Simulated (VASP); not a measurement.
OSZICAR of a VASP run on Na (relaxed from the fcc structure, space group Fm-3m):

File OSZICAR:
```
       N       E                     dE             d eps       ncg     rms          rms(c)
DAV:   1     0.178723399644E+02    0.17872E+02   -0.35150E+03   805   0.676E+02
DAV:   2    -0.102858569870E+01   -0.18901E+02   -0.18870E+02   812   0.132E+02
DAV:   3    -0.139395382331E+01   -0.36537E+00   -0.36537E+00  1120   0.264E+01
DAV:   4    -0.139698011371E+01   -0.30263E-02   -0.30263E-02   952   0.196E+00
DAV:   5    -0.139702724569E+01   -0.47132E-04   -0.47132E-04  1141   0.213E-01    0.227E-01
DAV:   6    -0.139556438188E+01    0.14629E-02   -0.30356E-03   889   0.107E+00    0.140E-01
DAV:   7    -0.139520879879E+01    0.35558E-03   -0.28541E-03   812   0.918E-01    0.452E-02
DAV:   8    -0.139515211022E+01    0.56689E-04   -0.21061E-04   861   0.347E-01    0.278E-03
DAV:   9    -0.139515236538E+01   -0.25516E-06   -0.78080E-07   567   0.136E-02
   1 F= -.13951524E+01 E0= -.13948980E+01  d E =-.139515E+01
       N       E                     dE             d eps       ncg     rms          rms(c)
DAV:   1    -0.140799896728E+01   -0.12847E-01   -0.36095E-01   784   0.134E+01    0.732E-01
DAV:   2    -0.139972587128E+01    0.82731E-02   -0.10148E-02   784   0.218E+00    0.368E-01
DAV:   3    -0.139703953898E+01    0.26863E-02   -0.48250E-03   784   0.144E+00    0.376E-02
DAV:   4    -0.139685309737E+01    0.18644E-03   -0.16501E-04   819   0.302E-01    0.259E-03
DAV:   5    -0.139685161883E+01    0.14785E-05   -0.71991E-07   448   0.197E-02    0.113E-03
DAV:   6    -0.139685125842E+01    0.36041E-06   -0.27788E-07   413   0.121E-02
   2 F= -.13968513E+01 E0= -.13965988E+01  d E =-.169889E-02
       N       E                     dE             d eps       ncg     rms          rms(c)
DAV:   1    -0.149957766589E+01   -0.10273E+00   -0.31543E+00   784   0.386E+01    0.221E+00
DAV:   2    -0.142441473842E+01    0.75163E-01   -0.95894E-02   784   0.674E+00    0.111E+00
DAV:   3    -0.140051479904E+01    0.23900E-01   -0.42047E-02   784   0.427E+00    0.123E-01
DAV:   4    -0.139884044556E+01    0.16744E-02   -0.12431E-03   805   0.835E-01    0.734E-03
DAV:   5    -0.139882051749E+01    0.19928E-04   -0.25815E-05   896   0.118E-01    0.337E-03
DAV:   6    -0.139881885787E+01    0.16596E-05   -0.63940E-07   406   0.187E-02    0.213E-04
DAV:   7    -0.139881888549E+01   -0.27619E-07   -0.13579E-07   392   0.589E-03
   3 F= -.13988189E+01 E0= -.13985720E+01  d E =-.366652E-02
```

Q: Which electronic solver shows in the log?

A: It is blocked Davidson (ALGO = Normal, or the opening steps of other solvers). The INCAR had ALGO = Normal.

Q: Can the final energy be trusted as converged?

A: The calculation finished and met its thresholds. It stopped with EDIFF = 1E-6, NELM = 100, NSW = 60 and EDIFFG = -0.01 after 3 ionic steps (PBEsol GGA, plane waves, VASP's PBE PAW potentials (set 64)). Energy and stress use the plane-wave basis of the starting cell.

The structure was generated: Na was put into the fcc type (Fm-3m), which need not be its known phase. This run relaxes it. Symmetry was kept, so distortions that lower it aren't found.
